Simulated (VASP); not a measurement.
Output of a VASP run:

OUTCAR:
```
 ion  position               nearest neighbor table
   1  0.000  0.000  0.000-   3 2.65   4 2.65   4 2.65   3 2.65   4 2.65   3 2.65
   2  0.000  0.000  0.500-   3 2.65   4 2.65   4 2.65   3 2.65   4 2.65   3 2.65
   3  0.333  0.667  0.250-   1 2.65   2 2.65   1 2.65   2 2.65   1 2.65   2 2.65
   4  0.667  0.333  0.750-   1 2.65   2 2.65   1 2.65   2 2.65   1 2.65   2 2.65
  LATTYP: Found a hexagonal cell.
 ALAT       =     3.0051809210
 C/A-ratio  =     2.6718718598
 Subroutine PRICEL returns:
 Original cell was already a primitive cell.
 Subroutine GETGRP returns: Found 24 space group operations
The static configuration has the point symmetry D_3d.
 The point group associated with its full space group is D_6h.
The dynamic configuration has the point symmetry D_3d.
 Subroutine INISYM returns: Found 24 space group operations
 Subroutine IBZKPT returns following result:
 Found     63 irreducible k-points:

 Following reciprocal coordinates:
            Coordinates               Weight
  0.000000  0.000000  0.000000      1.000000
  0.076923 -0.000000  0.000000      6.000000
  0.153846  0.000000  0.000000      6.000000
  0.230769  0.000000  0.000000      6.000000
  0.307692  0.000000  0.000000      6.000000
  0.384615  0.000000  0.000000      6.000000
  0.461538  0.000000  0.000000      6.000000
  0.076923  0.076923  0.000000      6.000000
  0.153846  0.076923  0.000000     12.000000
  0.230769  0.076923  0.000000     12.000000
  0.307692  0.076923  0.000000     12.000000
  0.384615  0.076923  0.000000     12.000000
  0.461538  0.076923  0.000000      6.000000
  0.153846  0.153846  0.000000      6.000000
  0.230769  0.153846  0.000000     12.000000
  0.307692  0.153846  0.000000     12.000000
  0.384615  0.153846  0.000000     12.000000
  0.230769  0.230769  0.000000      6.000000
  0.307692  0.230769  0.000000     12.000000
  0.384615  0.230769  0.000000      6.000000
  0.307692  0.307692  0.000000      6.000000
  0.000000  0.000000  0.200000      2.000000
  0.076923 -0.000000  0.200000     12.000000
  0.153846  0.000000  0.200000     12.000000
  0.230769  0.000000  0.200000     12.000000
  0.307692  0.000000  0.200000     12.000000
  0.384615  0.000000  0.200000     12.000000
  0.461538  0.000000  0.200000     12.000000
  0.076923  0.076923  0.200000     12.000000
  0.153846  0.076923  0.200000     24.000000
  0.230769  0.076923  0.200000     24.000000
  0.307692  0.076923  0.200000     24.000000
  0.384615  0.076923  0.200000     24.000000
  0.461538  0.076923  0.200000     12.000000
  0.153846  0.153846  0.200000     12.000000
  0.230769  0.153846  0.200000     24.000000
  0.307692  0.153846  0.200000     24.000000
  0.384615  0.153846  0.200000     24.000000
  0.230769  0.230769  0.200000     12.000000
  0.307692  0.230769  0.200000     24.000000
   k-points           NKPTS =     63   k-points in BZ     NKDIM =     63   number of bands    NBANDS=     21
   number of dos      NEDOS =    601   number of ions     NIONS =      4
   total plane-waves  NPLWV =  21600
   dimension x,y,z NGX =    20 NGY =   20 NGZ =   54
   dimension x,y,z NGXF=    40 NGYF=   40 NGZF=  108
   ions per type =               2   2
   PREC   = accura    normal or accurate (medium, high low for compatibility)
   ISTART =      0    job   : 0-new  1-cont  2-samecut
   ICHARG =      2    charge: 1-file 2-atom 10-const
   ISPIN  =      1    spin polarized calculation?
   LNONCOLLINEAR =      F non collinear calculations
   LSORBIT =      F    spin-orbit coupling
   INIWAV =      1    electr: 0-lowe 1-rand  2-diag
   ENCUT  =  400.0 eV  29.40 Ry    5.42 a.u.   4.90  4.90 13.09*2*pi/ulx,y,z
   NELM   =    100;   NELMIN=  2; NELMDL= -5     # of ELM steps
   EDIFF  = 0.1E-06   stopping-criterion for ELM
   LREAL  =      F    real-space projection
   NLSPLINE    = F    spline interpolate recip. space projectors
   LMAXMIX     =    4 max onsite mixed and CHGCAR
   VOSKOWN=      0    Vosko Wilk Nusair interpolation
...
```

File OSZICAR:
```
       N       E                     dE             d eps       ncg     rms          rms(c)
DAV:   1     0.264404846232E+03    0.26440E+03   -0.15765E+04  2646   0.132E+03
DAV:   2    -0.153462083192E+02   -0.27975E+03   -0.27252E+03  3284   0.476E+02
DAV:   3    -0.356935404037E+02   -0.20347E+02   -0.19840E+02  4914   0.938E+01
DAV:   4    -0.366208505047E+02   -0.92731E+00   -0.91591E+00  3726   0.181E+01
DAV:   5    -0.366713134313E+02   -0.50463E-01   -0.50156E-01  4362   0.419E+00    0.128E+01
DAV:   6    -0.351835981380E+02    0.14877E+01   -0.67381E+00  3760   0.183E+01    0.434E+00
DAV:   7    -0.350521456613E+02    0.13145E+00   -0.56820E-01  3899   0.441E+00    0.219E+00
DAV:   8    -0.350373652242E+02    0.14780E-01   -0.12605E-01  4407   0.243E+00    0.738E-01
DAV:   9    -0.350373300975E+02    0.35127E-04   -0.97022E-03  3396   0.859E-01    0.252E-01
DAV:  10    -0.350374476319E+02   -0.11753E-03   -0.22489E-03  3423   0.424E-01    0.580E-02
DAV:  11    -0.350374368075E+02    0.10824E-04   -0.16505E-04  4431   0.109E-01    0.304E-02
DAV:  12    -0.350374394990E+02   -0.26915E-05   -0.22339E-05  3974   0.450E-02    0.645E-03
DAV:  13    -0.350374388200E+02    0.67904E-06   -0.33747E-06  3962   0.170E-02    0.173E-03
DAV:  14    -0.350374385301E+02    0.28982E-06   -0.94359E-08  2266   0.353E-03    0.525E-04
DAV:  15    -0.350374384516E+02    0.78523E-07   -0.21128E-08  2118   0.137E-03
   1 F= -.35037438E+02 E0= -.35037438E+02  d E =0.000000E+00
```

### OUTCAR
```
------------------------ aborting loop because EDIFF is reached ----------------------------------------
  FORCE on cell =-STRESS in cart. coord.  units (eV):
  Direction    XX          YY          ZZ          XY          YZ          ZX
  --------------------------------------------------------------------------------------
  Total        0.1103915      0.1103915     -0.1359962     -0.0000000     -0.0000000      0.0000000
  in kB        2.8163583      2.8163585     -3.4695987     -0.0000000     -0.0000000      0.0000000
  external PRESSURE =       0.7210394 kB  Pullay stress =       0.0000000 kB
  volume of cell :       62.80
      direct lattice vectors                 reciprocal lattice vectors
     3.005180921  0.000000000  0.000000000     0.332758668  0.192118302  0.000000000
    -1.502590461  2.602563080  0.000000000     0.000000000  0.384236604  0.000000000
     0.000000000  0.000000000  8.029458336     0.000000000  0.000000000  0.124541402
 POSITION                                       TOTAL-FORCE (eV/Angst)
 -----------------------------------------------------------------------------------
      0.00000      0.00000      0.00000         0.000000      0.000000      0.000000
      0.00000      0.00000      4.01473         0.000000      0.000000      0.000000
     -0.00000      1.73504      2.00736        -0.000000     -0.000000      0.000000
      1.50259      0.86752      6.02209         0.000000      0.000000      0.000000
 -----------------------------------------------------------------------------------
    total drift:                                0.000000     -0.000000      0.000000
  FREE ENERGIE OF THE ION-ELECTRON SYSTEM (eV)
  ---------------------------------------------------
  free  energy   TOTEN  =       -35.0374384516 eV

  energy  without entropy=      -35.0374384516  energy(sigma->0) =      -35.03743845

 total charge

# of ion       s       p       d       tot
------------------------------------------
    1        2.177   6.031   2.533  10.742
    2        2.177   6.031   2.533  10.742
    3        0.781   0.864   0.000   1.646
    4        0.781   0.864   0.000   1.646
--------------------------------------------------
tot          5.916  13.791   5.067  24.775

 Electric field gradients after diagonalization (V/A^2)
 (convention: |V_zz| > |V_xx| > |V_yy|)
----------------------------------------------------------------------
 ion       V_xx      V_yy      V_zz     asymmetry (V_yy - V_xx)/ V_zz
----------------------------------------------------------------------
   1     -40.064   -40.063    80.127       0.000
   2     -40.064   -40.063    80.127       0.000
   3      36.101    36.101   -72.202       0.000
   4      36.101    36.101   -72.202       0.000
```
(Selected blocks of OUTCAR.)

### POSCAR
```
NbSi
1
    3.0051809210    -0.0000000000     0.0000000000
   -1.5025904605     2.6025630802    -0.0000000000
    0.0000000000     0.0000000000     8.0294583364
Nb Si
2 2
Direct
  0.0000000000   0.0000000000   1.0000000000
  0.0000000000   0.0000000000   0.5000000000
  0.3333330000   0.6666670000   0.2500000000
  0.6666670000   0.3333330000   0.7500000000
```

Task: Reconstruct the remaining input files.

Result: Several could match; the one computed here: the input of the run itself, PBEsol GGA, plane waves, VASP's PBE PAW potentials (set 64).

**KPOINTS**
```
kpoints
0
G
 13 13 5
0 0 0
```

INCAR:
```
# general
SYSTEM   =  NbSi
PREC     =  Accurate
ENCUT    =  400
LREAL    =  .FALSE.
LASPH    =  .TRUE.

# electronic loop
EDIFF    =  1E-7
NELM     =  100
ALGO     =  Normal
LMAXMIX  =  4

# smearing
ISMEAR   =  -5

# functional
GGA      =  PS

# ions
ISIF     =  2

# output
LWAVE    =  .FALSE.
LCHARG   =  .TRUE.
LORBIT   =  11
NEDOS    =  601

# other
LEFG     =  .TRUE.
```

POTCAR, in this order: Nb_sv Si (PBE.64 set). Program: vasp_std.

For a metal the tetrahedron method with Blöchl corrections gives inexact stress and forces.

The structure was generated: NbSi was put into the NiAs type type (P6_3/mmc), which need not be its known phase. It was relaxed first, which changed the volume by -38 %.
